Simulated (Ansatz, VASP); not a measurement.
# Cross-check of ZrSnB (ZrSnB in the AlB2 type) between VASP and Ansatz

One calculation is typed for both programs; each brings its own data sets. How far apart do they land? The cell is generated by rule, not measured, and may not be a known phase. The cell is taken from a series of runs on this material, whose earlier steps may have relaxed, scaled, displaced or heated it; both programs get it as it stands.

Program: Ansatz 0.2.0. Level of theory: plane waves, with VASP 6.6.1 beside it; single point at PBEsol. Results are calculated unless marked as measured.

The structure was built from a prototype and need not be the compound's stable phase.

## (1) Set-up

Symmetry: P-6m2, No. 187, hexagonal system. The conventional cell has a = 3.978 Å, b = 3.978 Å, c = 4.177 Å, α = 90.00°, β = 90.00°, γ = 120.00°. Nearest to Zr lie 6 B at 3.10 Å and 6 Sn at 3.10 Å. Nearest to B lie 3 Sn at 2.30 Å and 6 Zr at 3.10 Å. Nearest to Sn lie 3 B at 2.30 Å and 6 Zr at 3.10 Å. Farther neighbours are not listed.

As a file:

```cif
data_structure
_symmetry_space_group_name_H-M 'P 1'
_symmetry_Int_Tables_number 1
_cell_length_a 3.9781
_cell_length_b 3.9781
_cell_length_c 4.1770
_cell_angle_alpha 90.000
_cell_angle_beta 90.000
_cell_angle_gamma 120.000
_cell_volume 57.24
loop_
_atom_site_label
_atom_site_type_symbol
_atom_site_fract_x
_atom_site_fract_y
_atom_site_fract_z
_atom_site_occupancy
Zr1 Zr 0.00000 0.00000 0.00000 1
B2 B 0.33333 0.66667 0.50000 1
Sn3 Sn 0.66667 0.33333 0.50000 1
```

## (2) Ansatz: single point, PBEsol

Ansatz runs on its PAW soft_1 files.

A single point gives forces, pressure and levels at one fixed geometry, so differences don't come from the geometry; what else differs is listed under the comparison.

The input, input.yaml:

```yaml
crystal:
  lattice:
    - [3.97806, 0.0, 0.0]
    - [-1.98903, 3.4451, 0.0]
    - [0.0, 0.0, 4.17697]
  atoms:
    - { symbol: Zr, position: [0.0, 0.0, 0.0] }
    - { symbol: B, position: [0.33333333, 0.66666667, 0.5] }
    - { symbol: Sn, position: [0.66666667, 0.33333333, 0.5] }
kpoints:
  mp_grid: { grid: [6, 6, 4] }
hamiltonian:
  xc: pbesol
  pseudopotentials: { kind: paw, azcp: { folder: soft_1 }, xc_functional: pbe }
scf:
  occupations: { method: gaussian, width: 0.1 }
output:
  forces: true
  stress: true
  eigenvalues: true
```

On the command line:

```console
ansatz run input.yaml --threads 4 --pin off --max-ram 12288MiB --backend cpu --events-out ev --progress --plain --runs-dir out
```

Numbers of over 12 decimals in the logs are rounded to 6 here.

Log:

```text
Engine: ansatz 0.2.0, x86_64-unknown-linux-gnu
Pseudopotentials: kind: paw
Pseudopotential: Zr, paw, valence charge 12, recommended cutoff 420 eV (normal), soft_1/Zr.paw.azcp
Pseudopotential: B, paw, valence charge 3, recommended cutoff 420 eV (normal), soft_1/B.paw.azcp
Pseudopotential: Sn, paw, valence charge 14, recommended cutoff 420 eV (normal), soft_1/Sn.paw.azcp
Functional definition: PBEsol
  exchange = pbesol_x
  correlation = pbesol_c
Crystal: 3 atoms, lattice volume = 57.245 Å³
Basis set: ecut = 420 eV, 1129 PW (Γ), exchange–correlation on 54×54×60 points (8 copies of the dense FFT grid, shifted against one another)
Bands: 19, of which v1, the nominal top of the filled ones, is band 15 counted from 1 (14 counted from 0)
Symmetry: 12 space group operations
Space group: P-6m2 (ITA 187), of the structure as read, at distance tolerance 3.9e-5 Å
k-points: 21 of 144 (time reversal used)
Non-local potential: Zr, projectors of the file, l = 0: 3, l = 1: 2, l = 2: 2, l = 3: 1
Non-local potential: B, projectors of the file, l = 0: 2, l = 1: 2, l = 2: 1
Non-local potential: Sn, projectors of the file, l = 0: 2, l = 1: 2, l = 2: 2, l = 3: 1
PAW form: soft (Blöchl's): semilocal exchange-correlation on the pseudo side does not see the compensation charge
PAW frozen core: Zr, regenerated for the run's functional, and the local potential with it (the file was generated under x = pbe(κ = 0.804, μ = 0.219515), c = pbe(β = 0.066725))
PAW frozen core: B, regenerated for the run's functional, and the local potential with it (the file was generated under x = pbe(κ = 0.804, μ = 0.219515), c = pbe(β = 0.066725))
PAW frozen core: Sn, regenerated for the run's functional, and the local potential with it (the file was generated under x = pbe(κ = 0.804, μ = 0.219515), c = pbe(β = 0.066725))
PAW one-centre angular grid: Zr, 590 points (default); XC on 64 Gauss nodes
PAW one-centre angular grid: B, 110 points (default); XC on 64 Gauss nodes
PAW one-centre angular grid: Sn, 590 points (default); XC on 64 Gauss nodes
Initial density: superposition of atomic densities (chi_scale 0.1, normalization cell, long waves kept (reshape's long-wave potential 0.00 eV rms))
Initial wavefunctions: pseudopotential atomic-orbital guess
Functional: x = pbesol(κ = 0.804, μ = 0.123457), c = pbesol(β = 0.046)
SCF iter   1: F=—  HF=-10230.682766 eV  |F-HF|=—  |Δ(HF+E_count)|=         —  Δρ=3.61e-2  dr2=1.32e0  ethr=3.10e-3  ⟨swp⟩=6.0  Hψ=2049  notcnv=0
preconditioner: auto → Resta (q_TF=auto, 2.436 Å⁻¹)  ε∞=3.9  [insulator: Δε(μ)=0.136 eV  Ē_g=13.171 eV  σ=0.100 eV  W_gap=0.65  n_scr=20 (ndim 8)  ℏωp=22.5 eV  f_vac=0.000  D(μ)=1.78/eV (n_scr^D=20)  ε∞_Penn≈3.9]
SCF iter   2: F=—  HF=-10230.244339 eV  |F-HF|=—  |Δ(HF+E_count)|=   4.38e-1  Δρ=1.54e-2  dr2=1.76e-1  ethr=3.10e-3  ⟨swp⟩=2.3  Hψ=885  notcnv=0  defer=4
SCF iter   3: F=—  HF=-10230.193697 eV  |F-HF|=—  |Δ(HF+E_count)|=   5.06e-2  Δρ=4.99e-3  dr2=1.20e-2  ethr=6.07e-4  ⟨swp⟩=2.0  Hψ=599  notcnv=0  defer=4
SCF iter   4: F=—  HF=-10230.190669 eV  |F-HF|=—  |Δ(HF+E_count)|=   3.03e-3  Δρ=6.94e-4  dr2=2.81e-4  ethr=4.13e-5  ⟨swp⟩=2.8  Hψ=650  notcnv=0  defer=4
SCF iter   5: F=—  HF=-10230.190633 eV  |F-HF|=—  |Δ(HF+E_count)|=   3.59e-5  Δρ=2.54e-4  dr2=9.51e-5  ethr=9.67e-7  ⟨swp⟩=2.0  Hψ=707  notcnv=0  defer=4
SCF iter   6: F=—  HF=-10230.190602 eV  |F-HF|=—  |Δ(HF+E_count)|=   3.14e-5  Δρ=6.23e-5  dr2=1.61e-6  ethr=3.28e-7  ⟨swp⟩=2.0  Hψ=473  notcnv=0  defer=4
SCF iter   7: F=-10230.190602 eV  HF=-10230.190602 eV  |F-HF|=3.67e-9  |Δ(HF+E_count)|=   3.48e-7  Δρ=1.22e-5  dr2=7.39e-8  ethr=3.45e-10  ⟨swp⟩=5.7  Hψ=2239  notcnv=0
SCF 1 converged in 7 iterations: F = -10230.190602 eV  dr2 = 7.39e-8
  greatest PAW one-centre occupation: 0.994 electrons in one spin orbital (limit 2), on the Zr atom at site 0 (counted from 0), in its partial waves of l = 0
SCF converged after 7 iterations
Free energy (F): -10230.190602 eV
Harris-Foulkes:  -10230.190602 eV  (|F-HF|=3.67e-9)
Internal energy: -10230.183851 eV  (E = F + TS)
E sigma→0 (E₀):  -10230.187226 eV
Entropy (-TS):   -0.006751 eV (-2.250 meV/atom)
Fermi energy:    12.774892 eV
--- Per-component energies (eV) ---
  E_band       = -170.267867
  E_kinetic    = 525.880064
  E_local      = -1672.470439  (includes V_loc(G=0)·N_el)
  E_nonlocal   = 232.156750
  E_hartree    = 732.695764
  E_xc         = -308.039116
  E_vxc        = -297.687499  (∫ρ·V_xc dr)
  E_paw        = -7282.026410  (= ΣΔE_a)
  E_vpaw       = -423.533111  (= ΣTr[D̂ρ^β])
  E_aug_tail   = 0.000272  (compensation charges beyond the density's cutoff)
  E_ewald      = -2458.846008
  E_core_change = 0.465271  (= ΣΔE_core)
  E_smearing   = -0.006751  (= −TS)
  E_closure    = -0.000000  (closes the sum)
  Σ components = -10230.190602   (vs F -10230.190602, Δ=0.00e0)
--- Forces (eV/Å), atoms counted from 1 ---
  atom   1  Zr     0.00000000    -0.00000000     0.00000000
  atom   2  B     -0.00000000    -0.00000000     0.00000000
  atom   3  Sn     0.00000000     0.00000000     0.00000000
  max |Σ_I F_I| component: 1.68e-16 eV/Å
--- Stress (GPa, compression-positive) ---
      -11.587025       0.000000       0.000000
        0.000000     -11.587025       0.000000
        0.000000       0.000000     -15.621015
  P = ⅓ Tr σ = -12.9317 GPa (-129.317 kbar)
--- Band table (eV; the first three rows and the last of 21) ---
  k-point 0: bands = [... 11 lower, 10.0471, 10.0471, 10.6617, 12.5795, 13.4842, 13.4842, 14.2056, 14.2056]
  k-point 1: bands = [... 11 lower, 10.4633, 10.4633, 12.2953, 12.3970, 12.3970, 13.0093, 13.7175, 13.7175]
  k-point 2: bands = [... 11 lower, 11.1864, 11.1864, 11.9228, 11.9228, 12.5339, 12.5339, 13.3063, 13.5618]
  k-point 20: bands = [... 11 lower, 7.6650, 9.3962, 9.9326, 14.0621, 14.1303, 14.3987, 14.9729, 15.1743]
```

The run ends at a pressure of -12.93 GPa.

## (3) VASP: single point, PBEsol

The same cell, functional, mesh and smearing now go to VASP, with its own data sets.

Lines of VASP's logs that name or quote its potential files are left out, and so is its time.

The input, INCAR:

```
SYSTEM = ZrSnB
PREC = Accurate
ENCUT = 500
EDIFF = 1E-06
NELM = 120
ISMEAR = 0
SIGMA = 0.1
LREAL = .FALSE.
ALGO = Normal
GGA = PS
NBANDS = 20
LASPH = .TRUE.
LORBIT = 11
LWAVE = .FALSE.
LCHARG = .FALSE.
ISIF = 2
GGA_COMPAT = .FALSE.
```

The input, POSCAR:

```
ZrSnB
1.0
    3.9780600000      0.0000000000      0.0000000000
   -1.9890300000      3.4451000000      0.0000000000
    0.0000000000      0.0000000000      4.1769700000
Zr B Sn
1 1 1
Direct
    0.0000000000      0.0000000000      0.0000000000
    0.3333333300      0.6666666700      0.5000000000
    0.6666666700      0.3333333300      0.5000000000
```

The input, KPOINTS:

```
Automatic mesh
0
Gamma
6 6 4
0 0 0
```

The projector-augmented-wave data sets are Zr_sv, B and Sn_d (PBE family, release 64).

On the command line:

```console
mpirun -np 1 vasp_std
```

Log:

```text
[banner, memory and clock lines left out]
running    1 mpi-ranks, on    1 nodes
 distrk:  each k-point on    1 cores,    1 groups
 distr:  one band on    1 cores,    1 groups

 POSCAR found type information on POSCAR ZrB Sn
 POSCAR found :  3 types and       3 ions
|                                                                             |
|               ----> ADVICE to this user running VASP <----                  |
|                                                                             |
|     You enforced a specific xc type in the INCAR file but a different       |
|     [... a line on the potential file left out ...]
|     I HOPE YOU KNOW WHAT YOU ARE DOING!                                     |
|                                                                             |

 LDA part: xc-table for (Slater+PW92), standard interpolation
 POSCAR, INCAR and KPOINTS ok, starting setup
 FFT: planning ... GRIDC
 FFT: planning ... GRID_SOFT
 FFT: planning ... GRID
 WAVECAR not read
 entering main loop
       N       E                     dE             d eps       ncg     rms          rms(c)
DAV:   1     0.279884592912E+03    0.27988E+03   -0.14521E+04   840   0.187E+03
DAV:   2     0.699781974134E+01   -0.27289E+03   -0.26377E+03   856   0.485E+02
DAV:   3    -0.199454946189E+02   -0.26943E+02   -0.26112E+02   940   0.141E+02
DAV:   4    -0.215171833955E+02   -0.15717E+01   -0.15485E+01  1536   0.281E+01
DAV:   5    -0.215460258567E+02   -0.28842E-01   -0.28708E-01  1032   0.308E+00    0.103E+01
DAV:   6    -0.194856789500E+02    0.20603E+01   -0.95880E+00  1044   0.147E+01    0.354E+00
DAV:   7    -0.194239508010E+02    0.61728E-01   -0.83581E-01  1196   0.594E+00    0.217E+00
DAV:   8    -0.194010933117E+02    0.22857E-01   -0.90827E-02  1028   0.202E+00    0.308E-01
DAV:   9    -0.193994519973E+02    0.16413E-02   -0.60408E-03  1248   0.447E-01    0.150E-01
DAV:  10    -0.193992405317E+02    0.21147E-03   -0.12233E-03  1100   0.261E-01    0.246E-02
DAV:  11    -0.193992331671E+02    0.73645E-05   -0.70909E-05  1108   0.873E-02    0.150E-02
DAV:  12    -0.193992338876E+02   -0.72043E-06   -0.77156E-06  1160   0.288E-02
   1 F= -.19399234E+02 E0= -.19395863E+02  d E =-.674244E-02
```

Parts of OUTCAR (step 3):

```text
ion  position               nearest neighbor table
   1  0.000  0.000  0.000-   3 3.10   3 3.10   3 3.10   3 3.10   3 3.10   3 3.10
   2  0.333  0.667  0.500-   3 2.30   3 2.30   3 2.30
   3  0.667  0.333  0.500-   2 2.30   2 2.30   2 2.30   1 3.10   1 3.10   1 3.10   1 3.10   1 3.10
                             1 3.10

  LATTYP: Found a hexagonal cell.
 ALAT       =     3.9780600000
 C/A-ratio  =     1.0500017597

 Subroutine GETGRP returns: Found 12 space group operations
 (whereof 12 operations were pure point group operations)

The static configuration has the point symmetry D_3h.

 Found     21 irreducible k-points:

   k-points           NKPTS =     21   k-points in BZ     NKDIM =     21   number of bands    NBANDS=     20

   dimension x,y,z NGX =    30 NGY =   30 NGZ =   30
   dimension x,y,z NGXF=    60 NGYF=   60 NGZF=   60

   ENCUT  =  500.0 eV  36.75 Ry    6.06 a.u.   7.25  7.25  7.62*2*pi/ulx,y,z

   NELECT =      29.0000    total number of electrons

 k-points in reciprocal lattice and weights: Automatic mesh
   0.00000000  0.00000000  0.00000000       0.007
   0.16666667  0.00000000  0.00000000       0.042
   0.33333333  0.00000000  0.00000000       0.042
   0.50000000  0.00000000  0.00000000       0.021
   0.16666667  0.16666667  0.00000000       0.042
   0.33333333  0.16666667  0.00000000       0.083
   0.33333333  0.33333333  0.00000000       0.014
   0.00000000  0.00000000  0.25000000       0.014
   0.16666667  0.00000000  0.25000000       0.083
[...]
0.33333333  0.16666667  0.50000000       0.083
   0.33333333  0.33333333  0.50000000       0.014

 average (electrostatic) potential at core
       1 -75.7666       2 -25.2050       3 -98.2255

 E-fermi :   9.0405

 k-point     1 :       0.0000    0.0000    0.0000
  band No.  band energies     occupation
    ...
     11       6.3078      2.00000
     12       6.3114      2.00000
     13       6.3114      2.00000
     14       6.9266      2.00000
     15       8.8498      1.99301
     16       9.7500      0.00000
     17       9.7500      0.00000
     18      10.4732      0.00000
     19      10.4732      0.00000
     20      12.1239      0.00000

 k-point     2 :       0.1667    0.0000    0.0000
  band No.  band energies     occupation
    ...
     10      -2.5931      2.00000
     11       4.7048      2.00000
     12       6.1294      2.00000
     13       6.1856      2.00000
     14       7.0959      2.00000
     15       9.3574      0.00001
     16       9.6657      0.00000
     17      10.0826      0.00000
     18      10.2006      0.00000
     19      10.2634      0.00000
    ...

 k-point     3 :       0.3333    0.0000    0.0000
  band No.  band energies     occupation
    ...
     10      -1.5898      2.00000
     11       2.3624      2.00000
     12       5.7258      2.00000
     13       6.0761      2.00000
     14       6.8708      2.00000
     15       9.5079      0.00000
     16       9.6502      0.00000
     17      10.2080      0.00000
     18      10.3696      0.00000
     19      10.6657      0.00000
    ...

  Total       -4.1576685     -4.1576660     -5.5834673      0.0000000     -0.0000000      0.0000000
  in kB     -116.3659512   -116.3658824   -156.2715936      0.0000000     -0.0000000      0.0000000
  external PRESSURE =    -129.6678091 kB  Pullay stress =       0.0000000 kB

  energy-cutoff  :      500.00
  volume of cell :       57.24
      direct lattice vectors                 reciprocal lattice vectors
     3.978060000  0.000000000  0.000000000     0.251378813  0.145133668  0.000000000
    -1.989030000  3.445100000  0.000000000     0.000000000  0.290267336  0.000000000
     0.000000000  0.000000000  4.176970000     0.000000000  0.000000000  0.239407992

 POSITION                                       TOTAL-FORCE (eV/Angst)
 -----------------------------------------------------------------------------------
      0.00000      0.00000      0.00000         0.000000      0.000000      0.000000
     -0.00000      2.29673      2.08848         0.000000     -0.000000      0.000000
      1.98903      1.14837      2.08848        -0.000000     -0.000000      0.000000
 -----------------------------------------------------------------------------------
    total drift:                               -0.000008      0.000002      0.000000

  FREE ENERGIE OF THE ION-ELECTRON SYSTEM (eV)
  ---------------------------------------------------
  free  energy   TOTEN  =       -19.3992338876 eV

  energy  without entropy=      -19.3924914491  energy(sigma->0) =      -19.39586267

 total charge
# of ion       s       p       d       tot
------------------------------------------
    1        2.109   5.929   1.622   9.660
    2        0.649   0.952   0.000   1.601
    3        1.079   1.428  10.076  12.582
--------------------------------------------------
tot          3.836   8.309  11.698  23.844

[... 3 further parts left out ...]
```

This run has no spin polarisation. Its electron count is odd, so without a moment it is a metal by construction. The k-mesh is coarse for a metal.

## (4) Comparison

Known differences besides the potentials themselves: the cutoff is 420 eV in Ansatz and 500 eV in VASP; Ansatz makes its cores anew for this functional, VASP keeps those of its PBE data sets. Total energies have different zeros and are not compared.

The two programs side by side:

| quantity | Ansatz | VASP | difference |
| --- | --- | --- | --- |
| pressure (GPa) | -12.93 | -12.97 | +0.04 |

## (5) Results

```yaml
difference_in_pressure_single_point_pbesol: 0.035 GPa
```

What this shows: The difference in pressure is 0.035 GPa (single point, PBEsol), within the 1 GPa picked in this series as the mark of a large difference. Such differences can come from data sets, numerical settings and the points named under the comparisons, not from the functional's error against experiment.

[Lines on the potential files, build, host, timing and source positions are cut from VASP's logs without a mark.]

[Logs are printed without paths, hosts, clocks, repeated set-up lines and the standing remarks that a program may print on its own settings, such as how far it seeks lower states.]

[Hosts, paths, dates, database ids (printed as entryN), source tags and the programs' standing remarks are cut or masked in the printed files.]
